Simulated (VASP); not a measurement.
The input files of a VASP run:

File KPOINTS:
```
kpoints
0
G
  8 8 8
0 0 0
```

INCAR:
```
ALGO  =  Normal
EDIFF  =  1E-6
EDIFFG  =  -0.02
ENCUT  =  500
IBRION  =  2
ISIF  =  3
ISMEAR  =  0
LASPH  =  .TRUE.
LCHARG  =  .FALSE.
LMAXMIX  =  4
LREAL  =  .FALSE.
LWAVE  =  .FALSE.
NELM  =  100
NSW  =  40
PREC  =  Accurate
PSTRESS  =  100
SIGMA  =  0.05
SYSTEM  =  InP
```

### POSCAR
```
InP
1
    0.0000000000     2.8556046556     2.8556046556
    2.8556046556     0.0000000000     2.8556046556
    2.8556046556     2.8556046556     0.0000000000
In P
1 1
Direct
  0.0000000000   0.0000000000   0.0000000000
  0.2500000000   0.2500000000   0.2500000000
```

POTCAR, in this order: In_d P (LDA.64 set). Program: vasp_std.

Question: Translate this LDA calculation to Quantum ESPRESSO's pw.x.

Answer: One equivalent input (not run):
```
&CONTROL
  calculation = 'vc-relax'
  pseudo_dir = './pseudo'
  outdir = './out'
  tprnfor = .true.
  tstress = .true.
  nstep = 40
  forc_conv_thr = 0.00078
/
&SYSTEM
  ibrav = 0
  nat = 2
  ntyp = 2
  ecutwfc = 70
  occupations = 'smearing'
  smearing = 'gaussian'
  degauss = 0.003675
  input_dft = 'pz'
/
&ELECTRONS
  conv_thr = 7.3e-08
  electron_maxstep = 100
/
&IONS
/
&CELL
  press = 100
/
ATOMIC_SPECIES
  In 114.818 In.upf
  P 30.974 P.upf
CELL_PARAMETERS angstrom
     0.0000000    2.8556047    2.8556047
     2.8556047    0.0000000    2.8556047
     2.8556047    2.8556047    0.0000000
ATOMIC_POSITIONS crystal
  In   0.0000000  0.0000000  0.0000000
  P    0.2500000  0.2500000  0.2500000
K_POINTS automatic
  8 8 8 0 0 0
```
Limits of the translation: the potentials are each code's own (VASP's PAW set, PseudoDojo norm-conserving files in pw.x), so ENCUT and ecutwfc are chosen apart and not converted; conv_thr bounds pw.x's estimated SCF error, while EDIFF bounds the energy change between steps; forc_conv_thr acts on force components and is met together with etot_conv_thr.

The compound is InP in the zinc blende structure. This run relaxes it under an external pressure of 10 GPa. Symmetry was kept, so distortions that lower it aren't found.
